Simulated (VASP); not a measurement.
Write the native input for VASP 6.6.1 that does the following.

* Task: single point
* Functional: LDA
* Potentials or basis: VASP PAW LDA potentials, release 64 (Zn, Ag)
* Cutoff: 520 eV
* k mesh: 6 × 6 × 6
* Occupations: fermi-dirac, width 0.1 eV
* Spin: no spin polarisation
* Dipole correction: no
* Further INCAR settings: ALGO = Normal; EDIFF = 1e-06; NBANDS = 18

The structure of ZnAg lies in POSCAR:

```
ZnAg
1.0
    3.0805204963      0.0000000000      0.0000000000
    0.0000000000      3.0805204963      0.0000000000
    0.0000000000      0.0000000000      3.0805204963
Zn Ag
1 1
Direct
    0.5000000000      0.5000000000      0.5000000000
    0.0000000000      0.0000000000      0.0000000000
```

The input as run:

INCAR

```
SYSTEM = ZnAg
PREC = Accurate ; ENCUT = 520
EDIFF = 1E-6 ; ISMEAR = -1
SIGMA = 0.1 ; LREAL = .FALSE.
LASPH = .TRUE. ; NELM = 100
ALGO = Normal ; ISIF = 2
LWAVE = .FALSE. ; LCHARG = .FALSE.
GGA = CA ; NBANDS = 18
```

KPOINTS

```
Automatic mesh
0
G
  6 6 6
  0 0 0
```

Potentials or basis: VASP PAW LDA potentials, release 64 (Zn, Ag).

Launch:

```console
$ cat potpaw_LDA.64/Zn/POTCAR potpaw_LDA.64/Ag/POTCAR > POTCAR
$ mpirun -np 1 vasp_std > vasp.out
```

Results of the run:

- Pressure: 0.5 GPa
- Band gap on the k mesh: none (metal or under the smearing width)

It took 4.6 s on 1 thread of Intel(R) Xeon(R) Platinum 8488C (Sapphire Rapids) (shared host), peak memory 0.13 GiB.
